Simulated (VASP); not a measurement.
Nb4GaSe8:

```
CELL_PARAMETERS angstrom
0.00000 5.21000 5.21000
5.21000 0.00000 5.21000
5.21000 5.21000 0.00000
ATOMIC_POSITIONS crystal
Nb 0.39690 0.39690 0.39690
Nb 0.80930 0.39690 0.39690
Nb 0.39690 0.39690 0.80930
Nb 0.39690 0.80930 0.39690
Ga 0.00000 0.00000 0.00000
Se 0.63570 0.63570 0.63570
Se 0.09290 0.63570 0.63570
Se 0.63570 0.63570 0.09290
Se 0.63570 0.09290 0.63570
Se 0.13440 0.13440 0.13440
Se 0.59680 0.13440 0.13440
Se 0.13440 0.13440 0.59680
Se 0.13440 0.59680 0.13440
```

```yaml
Program: VASP 6.6.1
Task: relaxation of cell and atoms
Functional: PBEsol
Potentials_or_basis: VASP PAW PBE potentials, release 64 (Nb_sv, Ga_d, Se)
Cutoff: 600 eV
k_mesh: 6 × 6 × 6
Occupations: methfessel-paxton, width 0.1 eV
Spin: no spin polarisation
```

At the start: pressure -1.6 GPa; volume 21.76 Å³/atom.

How do energy, volume and symmetry change on relaxing?

Over 6 steps the energy falls by 2.2 meV/atom and the volume is 21.41 Å³/atom (-1.6 %); space group F-43m (No. 216, to 0.05 Å).

Step by step:
```tsv
step	energy change (eV)	largest force (eV/Å)	pressure (GPa)	volume (Å³)
1	0.0000	0.2310	-1.60	282.84
2	0.0187	0.5275	2.36	274.02
3	-0.0235	0.1551	0.02	279.02
4	-0.0282	0.0571	0.01	278.59
5	-0.0288	0.0560	0.01	278.37
6	-0.0292	0.0066	0.00	278.39
```

Final structure:
```
Nb Ga Se
1.0
     0.00000    5.18254    5.18254
     5.18254    0.00000    5.18254
     5.18254    5.18254    0.00000
Nb Ga Se
4 1 8
Direct
  0.39698 0.39698 0.39698
  0.80907 0.39698 0.39698
  0.39698 0.39698 0.80907
  0.39698 0.80907 0.39698
  0.00000 0.00000 0.00000
  0.63596 0.63596 0.63596
  0.09212 0.63596 0.63596
  0.63596 0.63596 0.09212
  0.63596 0.09212 0.63596
  0.13534 0.13534 0.13534
  0.59399 0.13534 0.13534
  0.13534 0.13534 0.59399
  0.13534 0.59399 0.13534
```

Caveat: the PAW data sets were made with another functional, which shifts forces and pressure a little.
